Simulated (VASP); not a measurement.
Consider the following.

```yaml
crystal:
  lattice:
    - [-1.50259, 1.50259, 1.50259]
    - [1.50259, -1.50259, 1.50259]
    - [1.50259, 1.50259, -1.50259]
  atoms:
    - { symbol: V, position: [0.00000, 0.00000, 0.00000] }
```

These are PBE GGA with D4 dispersion, VASP's PBE PAW potentials (set 64) (plane waves; VASP) values and carry that method's errors. Settings: 520 eV cut-off, 17×17×17 Γ-centred mesh, first-order Methfessel-Paxton smearing of 0.10 eV, potentials V_sv.

**Question.** Give the stress tensor in GPa (positive for a compressed cell).

**Answer.** 
```
-4.87   0.00   0.00
 0.00  -4.87   0.00
 0.00   0.00  -4.87
```
The pressure is its mean diagonal, -4.87 GPa.

The compound is V in the bcc structure. This cell is one point of a volume scan, at 1.03 of the reference volume. The run is not spin-polarised, so no magnetic state was tried.
